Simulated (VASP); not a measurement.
CdF2:

```
Cd F
1.0
     0.00000    2.69400    2.69400
     2.69400    0.00000    2.69400
     2.69400    2.69400    0.00000
Cd F
1 2
Direct
  0.00000 0.00000 0.00000
  0.25000 0.25000 0.25000
  0.75000 0.75000 0.75000
```

```yaml
Program: VASP 6.6.1
Task: relaxation of cell and atoms
Functional: LDA
Potentials_or_basis: VASP PAW LDA potentials, release 64 (Cd, F)
Cutoff: 600 eV
k_mesh: 8 × 8 × 8
Occupations: gaussian, width 0.02 eV
Spin: no spin polarisation
```

At the start: pressure -4.9 GPa; volume 13.03 Å³/atom.

Q: How do energy, volume and symmetry change on relaxing?

A: Over 3 steps the energy falls by 8.8 meV/atom and the volume is 12.48 Å³/atom (-4.2 %); space group Fm-3m (No. 225, to 0.05 Å).

Step by step:
```csv
step,energy change (eV),largest force (eV/Å),pressure (GPa),volume (Å³)
1,0.0000,0.0000,-4.92,39.10
2,-0.0228,0.0000,2.04,36.88
3,-0.0265,0.0000,0.01,37.45
```

Final structure:
```
CELL_PARAMETERS angstrom
0.00000 2.65557 2.65557
2.65557 0.00000 2.65557
2.65557 2.65557 0.00000
ATOMIC_POSITIONS crystal
Cd 0.00000 0.00000 0.00000
F 0.25000 0.25000 0.25000
F 0.75000 0.75000 0.75000
```
